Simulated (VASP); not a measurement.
A run of VASP 6.6.1 is set up as follows.

POSCAR

```
Sn2GeO3
1.0
    3.9898500000      0.0000000000      0.0000000000
    0.0000000000     10.7483700000      0.0000000000
    0.0000000000      0.0000000000      4.9208400000
Sn Ge O
4 2 6
Direct
    0.0000000000      0.3340430000      0.2590280000
    0.0000000000      0.6659570000      0.2590280000
    0.5000000000      0.1659570000      0.7409720000
    0.5000000000      0.8340430000      0.7409720000
    0.0000000000      0.0000000000      0.2972840000
    0.5000000000      0.5000000000      0.7027160000
    0.0000000000      0.1607250000      0.5166060000
    0.0000000000      0.8392750000      0.5166060000
    0.0000000000      0.5000000000      0.5260370000
    0.5000000000      0.3392750000      0.4833940000
    0.5000000000      0.6607250000      0.4833940000
    0.5000000000      0.0000000000      0.4739630000
```

INCAR.step1

```
SYSTEM = Sn2GeO3
ALGO     = Normal         ! electronic algorithm
EDIFF    = 1E-8           ! SCF threshold, eV
EDIFFG   = -0.002         ! ionic threshold
ENCUT    = 520            ! plane-wave cutoff, eV
GGA      = PE             ! functional
IBRION   = 2              ! ionic algorithm
ISIF     = 3              ! what is computed and relaxed
ISMEAR   = 0              ! smearing method
KPAR     = 8            
LASPH    = .TRUE.         ! aspherical terms in the spheres
LCHARG   = .FALSE.        ! write CHGCAR
LREAL    = .FALSE.        ! projectors in reciprocal space
LWAVE    = .FALSE.        ! write WAVECAR
NELM     = 80             ! most SCF steps
NSW      = 40             ! ionic steps
PREC     = Accurate       ! precision mode
SIGMA    = 0.03           ! smearing width, eV
```

Contents of INCAR.step2:

```
SYSTEM = Sn2GeO3
ALGO     = Normal         ! electronic algorithm
EDIFF    = 1E-8           ! SCF threshold, eV
ENCUT    = 520            ! plane-wave cutoff, eV
GGA      = PE             ! functional
IBRION   = 6              ! ionic algorithm
ISIF     = 2              ! what is computed and relaxed
ISMEAR   = 0              ! smearing method
KPAR     = 8            
LASPH    = .TRUE.         ! aspherical terms in the spheres
LCHARG   = .FALSE.        ! write CHGCAR
LREAL    = .FALSE.        ! projectors in reciprocal space
LWAVE    = .FALSE.        ! write WAVECAR
NELM     = 80             ! most SCF steps
NFREE    = 2            
NSW      = 1              ! ionic steps
POTIM    = 0.015          ! step
PREC     = Accurate       ! precision mode
SIGMA    = 0.03           ! smearing width, eV
```

File KPOINTS:

```
k-points
0
G
  4 4 4
  0 0 0
```

Potentials or basis: VASP PAW PBE potentials, release 64 (Sn_d, Ge_d, O).

Launch:

```sh
$ cat potpaw_PBE.64/Sn_d/POTCAR potpaw_PBE.64/Ge_d/POTCAR potpaw_PBE.64/O/POTCAR > POTCAR
$ cp INCAR.step1 INCAR
$ mpirun -np 8 vasp_std > vasp.out
$ cp CONTCAR POSCAR
$ cp INCAR.step2 INCAR
$ mpirun -np 8 vasp_std > vasp.out
```

Question: Estimate the highest phonon frequency at Γ, LO-TO splitting left out.

Answer: 448 cm⁻¹.

Question: Predict the most unstable mode.

Answer: 105i cm⁻¹.

Question: Predict the space group after relaxing (to 0.05 Å).

Answer: Pmmn (No. 59).

Question: What does it give for the relaxed volume?

Answer: 17.70 Å³/atom.

Question: Predict the relaxed cell.

Answer: a = 4.019 Å, b = 10.659 Å, c = 4.958 Å, α = 90.00°, β = 90.00°, γ = 90.00°.

Step by step:
```
step  energy change (eV)  largest force (eV/Å)  pressure (GPa)  volume (Å³)
   1              0.0000                0.0095            0.04       211.03
   2             -0.0002                0.0136            0.01       211.16
   3             -0.0003                0.0209           -0.03       211.32
   4             -0.0003                0.0238           -0.05       211.39
   5             -0.0004                0.0192            0.01       211.38
   6             -0.0004                0.0243            0.05       211.38
   7             -0.0006                0.0204            0.04       211.50
   8             -0.0008                0.0085            0.01       211.86
   9             -0.0009                0.0155           -0.06       212.57
  10             -0.0010                0.0094           -0.04       212.28
  11             -0.0011                0.0102            0.02       212.36
  12             -0.0011                0.0114            0.03       212.36
  13             -0.0011                0.0139            0.04       212.38
  14             -0.0011                0.0037           -0.01       212.60
  15             -0.0011                0.0048           -0.02       212.65
  16             -0.0011                0.0043           -0.02       212.63
  17             -0.0012                0.0056           -0.01       212.61
  18             -0.0012                0.0102            0.03       212.54
  19             -0.0012                0.0103            0.03       212.54
  20             -0.0012                0.0100            0.02       212.56
  21             -0.0012                0.0097           -0.02       212.58
  22             -0.0013                0.0080           -0.01       212.57
  23             -0.0013                0.0029            0.00       212.52
  24             -0.0013                0.0089            0.02       212.43
  25             -0.0013                0.0044            0.00       212.50
  26             -0.0013                0.0024            0.00       212.50
  27             -0.0013                0.0028           -0.01       212.50
  28             -0.0013                0.0028           -0.01       212.49
  29             -0.0013                0.0028           -0.01       212.45
  30             -0.0013                0.0069            0.01       212.36
  31             -0.0013                0.0030            0.00       212.42
  32             -0.0013                0.0023            0.00       212.41
  33             -0.0013                0.0015            0.00       212.36
```

Caveat: the k mesh is coarse (spacing up to 0.39 Å⁻¹), so the values aren't converged; some modes are imaginary.
